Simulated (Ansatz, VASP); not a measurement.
One calculation of Mg2CdSe3, two programs

```
CELL_PARAMETERS angstrom
4.29098 0.00000 0.00000
-2.14549 3.71610 0.00000
0.00000 0.00000 10.48168
ATOMIC_POSITIONS crystal
Mg 0.66667 0.33333 0.33520
Mg 0.33333 0.66667 0.66203
Cd 0.00000 0.00000 0.00226
Se 0.00000 0.00000 0.25764
Se 0.66667 0.33333 0.58323
Se 0.33333 0.66667 0.90963
```

The cell was built by a generator and needn't be a form met in nature.

Alike in both runs: task single point; functional PBE; k mesh 6 × 6 × 4; occupations gaussian, width 0.02 eV; no spin polarisation.

|  | VASP | Ansatz |
| --- | --- | --- |
| version | VASP 6.6.1 | Ansatz 0.2.0 |
| potentials or method | VASP PAW PBE potentials, release 64 (Mg, Cd, Se) | scalar-relativistic, plane waves, PAW |
| plane-wave cutoff (eV) | 520 | 420 |
| valence electrons in the cell | 34 | 88 |

```tsv
	VASP	Ansatz	Ansatz less VASP
gap on the k mesh at the Fermi level (eV)	1.48	1.49	+0.004
least direct gap on the mesh (eV)	1.48	1.49	+0.004
pressure (GPa)	0.1	0.0	-0.06
rms of the force components (eV/Å)	0.011	0.000	-0.0105
```

Atom by atom the forces differ by 0.011 eV/Å (rms over components). The two sets of potentials don't hold the same shells in valence.

A k mesh can miss the band edges.
